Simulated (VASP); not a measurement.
## MgB2: band structure with PBE

The system is MgB2.

```
CELL_PARAMETERS angstrom
3.08500 0.00000 0.00000
-1.54250 2.67169 0.00000
0.00000 0.00000 3.52300
ATOMIC_POSITIONS crystal
Mg 0.00000 0.00000 0.00000
B 0.33333 0.66667 0.50000
B 0.66667 0.33333 0.50000
```

| Item | Value |
| --- | --- |
| Program | VASP 6.6.1 |
| Task | band structure |
| Functional | PBE |
| Potentials or basis | VASP PAW PBE potentials, release 64 (Mg, B) |
| Cutoff | 520 eV |
| k mesh | 15 × 15 × 12 |
| Occupations | gaussian, width 0.1 eV |
| Spin | no spin polarisation |
| Further INCAR settings | ALGO = Normal; EDIFF = 1e-07; NBANDS = 11 |

```yaml
Pressure: -1.3 GPa
Band_gap_along_the_path: none (metal or under the smearing width)
```

Stress tensor (GPa, compression positive):
```
-1.91  0.00  0.00
 0.00 -1.91  0.00
 0.00  0.00 -0.09
```

Levels at the corners of the path, in eV from the Fermi level:
```tsv
point	band 1	band 2	band 3	band 4	band 5	band 6	band 7	band 8	band 9
Γ	-12.41	-2.92	0.37	0.37	1.67	6.31	6.31	8.08	9.94
M	-8.53	-7.82	-2.16	0.22	3.09	3.88	5.34	7.10	12.57
M	-8.53	-7.82	-2.16	0.22	3.09	3.88	5.34	7.10	12.57
K	-7.26	-7.26	-5.84	1.81	1.81	6.18	6.18	8.80	9.04
K	-7.26	-7.26	-5.84	1.81	1.81	6.18	6.18	8.80	9.04
Γ	-12.41	-2.92	0.37	0.37	1.67	6.31	6.31	8.08	9.94
Γ	-12.41	-2.92	0.37	0.37	1.67	6.31	6.31	8.08	9.94
A	-11.14	-7.41	0.74	0.74	6.64	6.64	7.95	9.84	9.98
A	-11.14	-7.41	0.74	0.74	6.64	6.64	7.95	9.84	9.98
L	-7.55	-6.91	-3.55	-1.87	-1.28	5.70	8.77	8.91	13.04
L	-7.55	-6.91	-3.55	-1.87	-1.28	5.70	8.77	8.91	13.04
H	-6.36	-6.36	-5.16	-1.99	-1.99	3.57	11.64	11.89	11.89
H	-6.36	-6.36	-5.16	-1.99	-1.99	3.57	11.64	11.89	11.89
A	-11.14	-7.41	0.74	0.74	6.64	6.64	7.95	9.84	9.98
L	-7.55	-6.91	-3.55	-1.87	-1.28	5.70	8.77	8.91	13.04
M	-8.53	-7.82	-2.16	0.22	3.09	3.88	5.34	7.10	12.57
K	-7.26	-7.26	-5.84	1.81	1.81	6.18	6.18	8.80	9.04
H	-6.36	-6.36	-5.16	-1.99	-1.99	3.57	11.64	11.89	11.89
```

It took 64 s on 1 thread of Intel(R) Xeon(R) Platinum 8259CL CPU @ 2.50GHz (Skylake/Cascade Lake) (shared host), peak memory 0.23 GiB.
